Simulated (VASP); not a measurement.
Consider the following.

```
AlCo
1.0
    2.82157     0.00000     0.00000
    0.00000     2.82157     0.00000
    0.00000     0.00000     2.82157
Al Co
1 1
Cartesian
  1.41078   1.41078   1.41078
  0.00000   0.00000   0.00000
```

Calculation: r2SCAN meta-GGA, VASP's PBE PAW potentials (set 64) (plane waves; VASP). Numerical set-up: 520 eV cut-off, 13×13×13 Γ-centred mesh, first-order Methfessel-Paxton smearing of 0.10 eV, potentials Al Co.

Predict the energy per atom (σ→0), band gap (on the k-mesh) with the smallest direct gap where there is one.

```json
{
  "band gap (on the k-mesh)": "none (metal, semimetal or under 0.01 eV)",
  "energy per atom (σ→0)": "-1017.0 kJ/mol of atoms"
}
```

The absolute energy has meaning only against runs of the same code, potentials and settings.

The compound is CoAl in the CsCl type structure. It was relaxed first. The run is not spin-polarised, so no magnetic state was tried.
